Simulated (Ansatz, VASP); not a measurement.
## TiAl3 in two plane-wave programs

One calculation is typed for both programs; each brings its own data sets. How far apart do they land? Of the first pair: The structure shown is the end of the Ansatz relaxation below.

Calculated with Ansatz 0.2.0; plane waves, with VASP 6.6.1 beside it; single point at PBEsol and relaxation of cell and atoms at PBEsol.

## (1) The structure

The structure is tetragonal, space group I4/mmm (No. 139). Conventional cell: a = 3.686 Å, b = 3.686 Å, c = 8.246 Å, α = 90.00°, β = 90.00°, γ = 90.00°. Nearest to Al lie 4 Ti at 2.61 Å and 8 Al at 2.77 Å. Nearest to Al lie 8 Al at 2.61 to 2.77 Å and 4 Ti at 2.77 Å. Nearest to Ti lie 12 Al at 2.61 to 2.77 Å. Farther neighbours are not listed.

Structure file:

```cif
data_structure
_symmetry_space_group_name_H-M 'I4/mmm'
_symmetry_Int_Tables_number 139
_cell_length_a 3.6860
_cell_length_b 3.6860
_cell_length_c 8.2459
_cell_angle_alpha 90.000
_cell_angle_beta 90.000
_cell_angle_gamma 90.000
_cell_volume 112.03
loop_
_atom_site_label
_atom_site_type_symbol
_atom_site_symmetry_multiplicity
_atom_site_Wyckoff_symbol
_atom_site_fract_x
_atom_site_fract_y
_atom_site_fract_z
_atom_site_occupancy
Al1 Al 2 b 0.50000 0.50000 0.00000 1
Al2 Al 4 d 0.00000 0.50000 0.25000 1
Ti1 Ti 2 a 0.00000 0.00000 0.00000 1
```

## (2) Ansatz: relaxation, PBEsol

Ansatz runs on its PAW soft_1 files.

This run makes the geometry at which the two programs are then compared.

input.yaml reads:

```yaml
crystal:
  lattice:
    - [-1.8427604082, 1.8427604082, 4.1240495443]
    - [1.8427604082, -1.8427604082, 4.1240495443]
    - [1.8427604082, 1.8427604082, -4.1240495443]
  atoms:
    - { symbol: Al, position: [0.5, 0.5, 0.0] }
    - { symbol: Al, position: [0.75, 0.25, 0.5] }
    - { symbol: Al, position: [0.25, 0.75, 0.5] }
    - { symbol: Ti, position: [0.0, 0.0, 0.0] }
kpoints:
  mp_grid: { grid: [16, 16, 16] }
hamiltonian:
  xc: pbesol
  pseudopotentials: { kind: paw, azcp: { folder: soft_1 }, xc_functional: pbe }
scf:
  occupations: { method: methfessel_paxton, width: 0.2 }
output:
  forces: true
  stress: true
  eigenvalues: true
relax:
  adjacent_minimum: "off"
  f_tol: 0.001
  max_steps: 60
  cell: { stress_tol: 0.01, fix: [volume] }
```

The run is started by

```bash
$ ansatz run input.yaml --threads 4 --pin off --max-ram 16384MiB --backend cpu --events-out ev --progress --plain --runs-dir out
```

Numbers of over 12 decimals in the logs are rounded to 6 here.

What it wrote:

```text
Engine: ansatz 0.2.0, aarch64-unknown-linux-gnu
Pseudopotentials: kind: paw
Pseudopotential: Al, paw, valence charge 3, recommended cutoff 420 eV (normal), soft_1/Al.paw.azcp
Pseudopotential: Ti, paw, valence charge 12, recommended cutoff 420 eV (normal), soft_1/Ti.paw.azcp
Functional definition: PBEsol
  exchange = pbesol_x
  correlation = pbesol_c
Crystal: 4 atoms, lattice volume = 56.017 Å³
Basis set: ecut = 420 eV, 1073 PW (Γ), exchange–correlation on 72×72×72 points (8 copies of the dense FFT grid, shifted against one another)
Bands: 15, of which v1, the nominal top of the filled ones, is band 11 counted from 1 (10 counted from 0)
Symmetry: 16 space group operations
Space group: I4/mmm (ITA 139), of the structure as read, at distance tolerance 3.8e-5 Å
k-points: 349 of 4096
Non-local potential: Al, projectors of the file, l = 0: 2, l = 1: 2, l = 2: 1
Non-local potential: Ti, projectors of the file, l = 0: 3, l = 1: 2, l = 2: 3, l = 3: 1
PAW form: soft (Blöchl's): semilocal exchange-correlation on the pseudo side does not see the compensation charge
PAW frozen core: Al, regenerated for the run's functional, and the local potential with it (the file was generated under x = pbe(κ = 0.804, μ = 0.219515), c = pbe(β = 0.066725))
PAW frozen core: Ti, regenerated for the run's functional, and the local potential with it (the file was generated under x = pbe(κ = 0.804, μ = 0.219515), c = pbe(β = 0.066725))
PAW one-centre angular grid: Al, 110 points (default); XC on 64 Gauss nodes
PAW one-centre angular grid: Ti, 590 points (default); XC on 64 Gauss nodes
Initial density: superposition of atomic densities (chi_scale 0.1, normalization cell, long waves kept (reshape's long-wave potential 0.00 eV rms))
Initial wavefunctions: pseudopotential atomic-orbital guess
Functional: x = pbesol(κ = 0.804, μ = 0.123457), c = pbesol(β = 0.046)
SCF iter   1: F=—  HF=-4049.318686 eV  |F-HF|=—  |Δ(HF+E_count)|=         —  Δρ=3.28e-2  dr2=6.90e-1  ethr=3.10e-3  ⟨swp⟩=5.2  Hψ=27221  notcnv=0
preconditioner: auto → Kerker (q_TF=auto, 2.317 Å⁻¹)  [metal: Δε(μ)=0.020 eV  Ē_g=6.029 eV  σ=0.200 eV  W_gap=0.09  n_scr=10 (ndim 8)  ℏωp=17.9 eV  f_vac=0.000  D(μ)=1.51/eV (n_scr^D=10)]
SCF iter   2: F=—  HF=-4049.080444 eV  |F-HF|=—  |Δ(HF+E_count)|=   2.38e-1  S|Δr|=    0.00e0  Δρ=2.07e-2  dr2=3.10e-1  ethr=3.10e-3  ⟨swp⟩=2.0  Hψ=9273  notcnv=0
SCF iter   3: F=—  HF=-4048.907016 eV  |F-HF|=—  |Δ(HF+E_count)|=   1.73e-1  S|Δr|=    0.00e0  Δρ=2.33e-3  dr2=3.13e-3  ethr=1.48e-3  ⟨swp⟩=2.7  Hψ=8591  notcnv=0
SCF iter   4: F=—  HF=-4048.905496 eV  |F-HF|=—  |Δ(HF+E_count)|=   1.52e-3  S|Δr|=    0.00e0  Δρ=5.69e-4  dr2=1.44e-4  ethr=1.49e-5  ⟨swp⟩=2.7  Hψ=8655  notcnv=0
SCF iter   5: F=—  HF=-4048.905442 eV  |F-HF|=—  |Δ(HF+E_count)|=   5.43e-5  S|Δr|=    0.00e0  Δρ=1.03e-4  dr2=8.47e-6  ethr=6.86e-7  ⟨swp⟩=1.6  Hψ=6554  notcnv=0
SCF iter   6: F=—  HF=-4048.905439 eV  |F-HF|=—  |Δ(HF+E_count)|=   2.46e-6  S|Δr|=    0.00e0  Δρ=2.06e-5  dr2=2.49e-7  ethr=4.03e-8  ⟨swp⟩=2.1  Hψ=6441  notcnv=0  defer=1
SCF iter   7: F=-4048.905439 eV  HF=-4048.905439 eV  |F-HF|=2.48e-9  |Δ(HF+E_count)|=   4.01e-8  S|Δr|=    0.00e0  Δρ=2.87e-6  dr2=4.37e-9  ethr=4.76e-10  ⟨swp⟩=4.6  Hψ=21517  notcnv=0
SCF 1 converged in 7 iterations: F = -4048.905439 eV  dr2 = 4.37e-9
  greatest PAW one-centre occupation: 0.998 electrons in one spin orbital (limit 2), on the Ti atom at site 3 (counted from 0), in its partial waves of l = 0
relax step   1: F+E_penalty+E_count = -4048.90543907 eV  Δ(F+E_penalty+E_count) = +0.000e0 eV  max|allowed force component| = 1.258e-17 eV/Å  Δτ_max = 0.0000 Å  P = +14.522 GPa  Ω = 56.017 Å³  fix = [volume]  reactions: volume +14.522 GPa  (7 SCF iters, dr2 threshold 1.00e-7 eV, accepted)
[...]
relax step   2: F+E_penalty+E_count = -4048.90544332 eV  Δ(F+E_penalty+E_count) = -4.258e-6 eV  max|allowed force component| = 2.082e-17 eV/Å  Δτ_max = 0.0000 Å  P = +14.521 GPa  Ω = 56.017 Å³  energy of the carried Pulay correction = +3.710e-8 eV  fix = [volume]  reactions: volume +14.521 GPa  (3 SCF iters, dr2 threshold 1.03e-8 eV, accepted)
[...]
relax step   3: F+E_penalty+E_count = -4048.90544359 eV  Δ(F+E_penalty+E_count) = -2.649e-7 eV  max|allowed force component| = 1.908e-17 eV/Å  Δτ_max = 0.0000 Å  P = +14.521 GPa  Ω = 56.017 Å³  energy of the carried Pulay correction = +2.989e-8 eV  fix = [volume]  reactions: volume +14.521 GPa  (3 SCF iters, dr2 threshold 6.01e-10 eV, accepted)
[...]
relax step   4: F+E_penalty+E_count = -4048.90544365 eV  Δ(F+E_penalty+E_count) = -5.807e-8 eV  max|allowed force component| = 1.908e-17 eV/Å  Δτ_max = 0.0000 Å  P = +14.521 GPa  Ω = 56.017 Å³  fix = [volume]  reactions: volume +14.521 GPa  stress off target by 7.90e-5 GPa on what of the cell is left free  SCF on the basis re-selected at this cell (its energy is not comparable with the rows above)  (4 SCF iters)
basis re-selected at this cell: Δ(F+E_penalty+E_count) = -5.807e-8 eV, ΔP = -0.000 GPa vs the last step (what re-selecting the basis moved, of the pressure what is left beyond the Pulay correction that the steps carried, after the strain that the cell walked since its last selection, with what the two solves' SCF thresholds leave and, on support functions, any second-order correction that the steps lacked; it is no m [...]
SCF converged after 4 iterations
Stability not checked: this state was not tested for a lower state beside it, because cold or Methfessel-Paxton smearing, or corrected tetrahedra, fill the levels in a way that the test cannot read (fill_not_monotonic; see scf.lower_state_search)
Free energy (F): -4048.905444 eV
Harris-Foulkes:  -4048.905444 eV  (|F-HF|=4.55e-13)
Internal energy: -4048.906084 eV  (E = F + TS)
E sigma→0 (E₀):  -4048.905604 eV
Entropy (-TS):   0.000641 eV (0.160 meV/atom)
Fermi energy:    10.905265 eV
--- Per-component energies (eV) ---
  E_band       = -123.259773
  E_kinetic    = 359.536780
  E_local      = -1193.899731  (includes V_loc(G=0)·N_el)
  E_nonlocal   = 95.950257
  E_hartree    = 520.284103
  E_xc         = -232.469708
  E_vxc        = -239.444570  (∫ρ·V_xc dr)
  E_paw        = -2389.476949  (= ΣΔE_a)
  E_vpaw       = -185.970609  (= ΣTr[D̂ρ^β])
  E_aug_tail   = -0.000090  (compensation charges beyond the density's cutoff)
  E_ewald      = -1209.027549
  E_core_change = 0.196802  (= ΣΔE_core)
  E_smearing   = 0.000641  (= −TS)
  E_closure    = -0.000000  (closes the sum)
  Σ components = -4048.905444   (vs F -4048.905444, Δ=0.00e0)
--- Forces (eV/Å), atoms counted from 1 ---
  atom   1  Al     0.00000000    -0.00000000     0.00000000
  atom   2  Al     0.00000000     0.00000000     0.00000000
  atom   3  Al    -0.00000000     0.00000000    -0.00000000
  atom   4  Ti    -0.00000000     0.00000000    -0.00000000
  max |Σ_I F_I| component: 6.94e-18 eV/Å
--- Stress (GPa, compression-positive) ---
       14.520866       0.000000       0.000000
        0.000000      14.520866      -0.000000
        0.000000       0.000000      14.520985
  P = ⅓ Tr σ = 14.5209 GPa (145.209 kbar)
--- Band table (eV; the first three rows and the last of 349) ---
  k-point 0: bands = [... 7 lower, 9.2436, 9.5602, 9.5602, 11.8438, 12.9062, 12.9062, 13.1579, 14.1244]
  k-point 1: bands = [... 7 lower, 9.1660, 9.3203, 9.5940, 11.4376, 13.0022, 13.0512, 13.0636, 14.3354]
  k-point 2: bands = [... 7 lower, 8.7626, 8.9735, 9.6535, 10.6158, 12.9534, 13.2169, 13.2374, 14.6169]
  k-point 348: bands = [... 7 lower, 10.0388, 10.0388, 10.6006, 11.6540, 11.6540, 11.9970, 14.1768, 16.6966]
--- Relaxed structure (3 steps of the walk, 3 accepted, 1 SCFs on fresh bases) ---
  F+E_penalty+E_count = -4048.90544365 eV   max|allowed force component| = 1.908e-17 eV/Å   (the final SCF, on the basis selected at the relaxed cell)
  cell:  # Å, volume = 56.0172 Å³
    - [-1.843007, 1.843007, 4.122947]
    - [1.843007, -1.843007, 4.122947]
    - [1.843007, 1.843007, -4.122947]
  atoms:
    - { symbol: Al, position: [0.5, 0.5, 0] }
    - { symbol: Al, position: [0.750000, 0.250000, 0.500000] }
    - { symbol: Al, position: [0.250000, 0.750000, 0.500000] }
    - { symbol: Ti, position: [0, 0, 0] }
```

## (3) VASP: single point, PBEsol, pair 1

The same cell, functional, mesh and smearing now go to VASP, with its own data sets.

Lines of VASP's logs that name or quote its potential files are left out, and so is its time.

INCAR reads:

```
SYSTEM = TiAl3
PREC = Accurate
ENCUT = 500
EDIFF = 1E-06
NELM = 120
ISMEAR = 1
SIGMA = 0.2
LREAL = .FALSE.
ALGO = Normal
GGA = PS
NBANDS = 16
LASPH = .TRUE.
LORBIT = 11
LWAVE = .FALSE.
LCHARG = .FALSE.
ISIF = 2
GGA_COMPAT = .FALSE.
KPAR = 2
```

POSCAR reads:

```
TiAl3
1.0
   -1.8430068897      1.8430068897      4.1229465275
    1.8430068897     -1.8430068897      4.1229465275
    1.8430068897      1.8430068897     -4.1229465275
Al Ti
3 1
Direct
    0.5000000000      0.5000000000      0.0000000000
    0.7500000000      0.2500000000      0.5000000000
    0.2500000000      0.7500000000      0.5000000000
    0.0000000000      0.0000000000      0.0000000000
```

KPOINTS reads:

```
Automatic mesh
0
Gamma
16 16 16
0 0 0
```

PAW data sets: Al and Ti_sv (PBE family, release 64).

The run is started by

```bash
$ mpirun -np 2 vasp_std
```

What it wrote:

```text
[banner, memory and clock lines left out]
running    2 mpi-ranks, on    1 nodes
 distrk:  each k-point on    1 cores,    2 groups
 distr:  one band on    1 cores,    1 groups

 POSCAR found type information on POSCAR AlTi
 POSCAR found :  2 types and       4 ions
|                                                                             |
|               ----> ADVICE to this user running VASP <----                  |
|                                                                             |
|     You enforced a specific xc type in the INCAR file but a different       |
|     [... a line on the potential file left out ...]
|     I HOPE YOU KNOW WHAT YOU ARE DOING!                                     |
|                                                                             |

 LDA part: xc-table for (Slater+PW92), standard interpolation
 POSCAR, INCAR and KPOINTS ok, starting setup
 FFT: planning ... GRIDC
 FFT: planning ... GRID_SOFT
 FFT: planning ... GRID
 WAVECAR not read
 entering main loop
       N       E                     dE             d eps       ncg     rms          rms(c)
DAV:   1     0.119113484587E+03    0.11911E+03   -0.92521E+03 11168   0.120E+03
DAV:   2    -0.155812589598E+02   -0.13469E+03   -0.13248E+03 11552   0.315E+02
DAV:   3    -0.236949103441E+02   -0.81137E+01   -0.79618E+01 18536   0.697E+01
DAV:   4    -0.238708023262E+02   -0.17589E+00   -0.17577E+00 12784   0.102E+01
DAV:   5    -0.238773375249E+02   -0.65352E-02   -0.65349E-02 18296   0.185E+00    0.126E+01
DAV:   6    -0.225025681426E+02    0.13748E+01   -0.22952E+01 16448   0.389E+01    0.570E+00
DAV:   7    -0.220243906699E+02    0.47818E+00   -0.57261E+00 14216   0.190E+01    0.352E+00
DAV:   8    -0.219884343591E+02    0.35956E-01   -0.81069E-01 14168   0.781E+00    0.135E+00
DAV:   9    -0.219630853352E+02    0.25349E-01   -0.25417E-01 14776   0.431E+00    0.271E-01
DAV:  10    -0.219642042796E+02   -0.11189E-02   -0.56186E-03 13544   0.637E-01    0.309E-01
DAV:  11    -0.219627432642E+02    0.14610E-02   -0.63958E-03 16208   0.618E-01    0.871E-02
DAV:  12    -0.219627042954E+02    0.38969E-04   -0.35076E-04 15200   0.155E-01    0.287E-02
DAV:  13    -0.219627005756E+02    0.37199E-05   -0.27893E-05 14616   0.423E-02    0.905E-03
DAV:  14    -0.219627008720E+02   -0.29645E-06   -0.77044E-07  9456   0.738E-03
   1 F= -.21962701E+02 E0= -.21962915E+02  d E =0.642712E-03
```

Parts of OUTCAR (step 3):

```text
ion  position               nearest neighbor table
   1  0.500  0.500  0.000-   4 2.61   4 2.61   4 2.61   4 2.61   3 2.77   2 2.77   3 2.77   2 2.77
                             3 2.77   3 2.77   2 2.77   2 2.77
   2  0.750  0.250  0.500-   3 2.61   3 2.61   3 2.61   3 2.61   4 2.77   1 2.77   4 2.77   4 2.77
                             1 2.77   1 2.77   4 2.77   1 2.77
   3  0.250  0.750  0.500-   2 2.61   2 2.61   2 2.61   2 2.61   4 2.77   1 2.77   4 2.77   1 2.77
                             4 2.77   4 2.77   1 2.77   1 2.77
   4  0.000  0.000  0.000-   1 2.61   1 2.61   1 2.61   1 2.61   3 2.77   2 2.77   3 2.77   3 2.77
                             2 2.77   2 2.77   3 2.77   2 2.77

  LATTYP: Found a body centered tetragonal cell.
 ALAT       =     3.6860137794
 C/A-ratio  =     2.2370760253

 Subroutine GETGRP returns: Found 16 space group operations
 (whereof 16 operations were pure point group operations)

The static configuration has the point symmetry D_4h.

 Found    349 irreducible k-points:

   k-points           NKPTS =    349   k-points in BZ     NKDIM =    349   number of bands    NBANDS=     16

   dimension x,y,z NGX =    36 NGY =   36 NGZ =   36
   dimension x,y,z NGXF=    72 NGYF=   72 NGZF=   72

   ENCUT  =  500.0 eV  36.75 Ry    6.06 a.u.   8.89  8.89  8.89*2*pi/ulx,y,z

   NELECT =      21.0000    total number of electrons

 k-points in reciprocal lattice and weights: Automatic mesh
   0.00000000  0.00000000  0.00000000       0.000
   0.06250000  0.00000000  0.00000000       0.002
   0.12500000  0.00000000  0.00000000       0.002
   0.18750000 -0.00000000  0.00000000       0.002
   0.25000000  0.00000000  0.00000000       0.002
   0.31250000 -0.00000000  0.00000000       0.002
   0.37500000 -0.00000000  0.00000000       0.002
   0.43750000  0.00000000  0.00000000       0.002
   0.50000000  0.00000000  0.00000000       0.001
[...]
-0.43750000 -0.43750000  0.43750000       0.000
   0.50000000  0.50000000  0.50000000       0.000

 average (electrostatic) potential at core
       1 -69.8624       2 -69.7358       3 -69.7358       4 -70.3815

 E-fermi :   9.4426

 k-point     1 :       0.0000    0.0000    0.0000
  band No.  band energies     occupation
    ...
      6       6.4846      2.00000
      7       6.6858      2.00000
      8       7.7815      2.00000
      9       8.0972      2.00000
     10       8.0972      2.00000
     11      10.3785     -0.00000
     12      11.4481     -0.00000
     13      11.4481     -0.00000
     14      11.6997     -0.00000
     15      12.6643     -0.00000
    ...

 k-point     2 :       0.0625    0.0000    0.0000
  band No.  band energies     occupation
    ...
      6       6.1841      2.00000
      7       6.9720      2.00000
      8       7.7205      2.00000
      9       7.9904      2.00000
     10       8.1308      2.00000
     11      10.1835     -0.00000
     12      11.2942     -0.00000
     13      11.6395     -0.00000
     14      11.6741     -0.00000
     15      12.7996     -0.00000
    ...

 k-point     3 :       0.1250    0.0000    0.0000
  band No.  band energies     occupation
    ...
      6       5.8128      2.00000
      7       7.0763      2.00000
      8       7.5366      2.00000
      9       7.9527      2.00000
     10       8.2269      2.00000
     11       9.8316     -0.01905
     12      10.9473     -0.00000
     13      11.5910     -0.00000
     14      12.0977     -0.00000
     15      13.1140     -0.00000
    ...

  Total        5.1359841      5.1359841      5.1222370      0.0000000     -0.0000000      0.0000000
  in kB      146.8969047    146.8969047    146.5037152      0.0000000     -0.0000000      0.0000000
  external PRESSURE =     146.7658416 kB  Pullay stress =       0.0000000 kB

  energy-cutoff  :      500.00
  volume of cell :       56.02
      direct lattice vectors                 reciprocal lattice vectors
    -1.843006890  1.843006890  4.122946527     0.000000000  0.271295785  0.121272492
     1.843006890 -1.843006890  4.122946527     0.271295785  0.000000000  0.121272492
     1.843006890  1.843006890 -4.122946527     0.271295785  0.271295785  0.000000000

 POSITION                                       TOTAL-FORCE (eV/Angst)
 -----------------------------------------------------------------------------------
      0.00000      0.00000      4.12295        -0.000000      0.000000      0.000000
     -0.00000      1.84301      2.06147         0.000000     -0.000000     -0.000000
      1.84301     -0.00000      2.06147        -0.000000      0.000000      0.000000
      0.00000      0.00000      0.00000        -0.000000      0.000000      0.000000
 -----------------------------------------------------------------------------------
    total drift:                               -0.000000      0.000000      0.000000

  FREE ENERGIE OF THE ION-ELECTRON SYSTEM (eV)
  ---------------------------------------------------
  free  energy   TOTEN  =       -21.9627008720 eV

  energy  without entropy=      -21.9633435840  energy(sigma->0) =      -21.96291511

 total charge
# of ion       s       p       d       tot
------------------------------------------
    1        0.454   0.417   0.000   0.871
    2        0.416   0.453   0.000   0.869
    3        0.416   0.453   0.000   0.869
    4        2.186   6.153   2.127  10.466
--------------------------------------------------
tot          3.472   7.477   2.127  13.076

[... 3 further parts left out ...]
```

The run ends at a pressure of 14.68 GPa.

## (4) Differences

Known differences besides the potentials themselves: the cutoff is 420 eV in Ansatz and 500 eV in VASP; Ansatz makes its cores anew for this functional, VASP keeps those of its PBE data sets; Ansatz's pressure holds a Pulay correction, VASP's none. Total energies have different zeros and are not compared.

Compared:

```csv
quantity,Ansatz,VASP,difference
pressure (GPa),14.52,14.68,-0.16
```

## (5) Ansatz: relaxation, PBEsol

This run makes the geometry at which the two programs are then compared. The cell compared in this pair holds 57.26 Å³, against 56.02 Å³ for the pair before.

The structure compared here is the end of the Ansatz relaxation.

input.yaml, as its differences from that of step 2:

```diff
@@ -2,5 +2,5 @@
   lattice:
-    - [-1.8427604082, 1.8427604082, 4.1240495443]
-    - [1.8427604082, -1.8427604082, 4.1240495443]
-    - [1.8427604082, 1.8427604082, -4.1240495443]
+    - [-1.8560380829, 1.8560380829, 4.1555945849]
+    - [1.8560380829, -1.8560380829, 4.1555945849]
+    - [1.8560380829, 1.8560380829, -4.1555945849]
   atoms:
```

The run is started by

```bash
$ ansatz run input.yaml --threads 4 --pin off --max-ram 16384MiB --backend cpu --events-out ev --progress --plain --runs-dir out
```

What it wrote:

```text
[...]
Crystal: 4 atoms, lattice volume = 57.262 Å³
Basis set: ecut = 420 eV, 1081 PW (Γ), exchange–correlation on 72×72×72 points (8 copies of the dense FFT grid, shifted against one another)
Bands: 15, of which v1, the nominal top of the filled ones, is band 11 counted from 1 (10 counted from 0)
Symmetry: 16 space group operations
[...]
k-points: 349 of 4096
[...]
--- Relaxed structure (3 steps of the walk, 3 accepted, 1 SCFs on fresh bases) ---
[...]
cell:  # Å, volume = 57.2621 Å³
    - [-1.856311, 1.856311, 4.154375]
    - [1.856311, -1.856311, 4.154375]
    - [1.856311, 1.856311, -4.154375]
  atoms:
    - { symbol: Al, position: [0.5, 0.5, 0] }
    - { symbol: Al, position: [0.75, 0.250000, 0.500000] }
    - { symbol: Al, position: [0.250000, 0.75, 0.500000] }
    - { symbol: Ti, position: [0, 0, 0] }
[key lines of the parts left out:]
SCF converged after 4 iterations
Free energy (F): -4049.004351 eV
Fermi energy:    10.634208 eV
P = ⅓ Tr σ = 10.9999 GPa (109.999 kbar)
```

(Continued in part 2 of 2.)

[Lines on the potential files, build, host, timing and source positions are cut from VASP's logs without a mark.]

[Logs are printed without paths, hosts, clocks, repeated set-up lines and the standing remarks that a program may print on its own settings, such as how far it seeks lower states.]

[Hosts, paths, dates, database ids (printed as entryN), source tags and the programs' standing remarks are cut or masked in the printed files.]
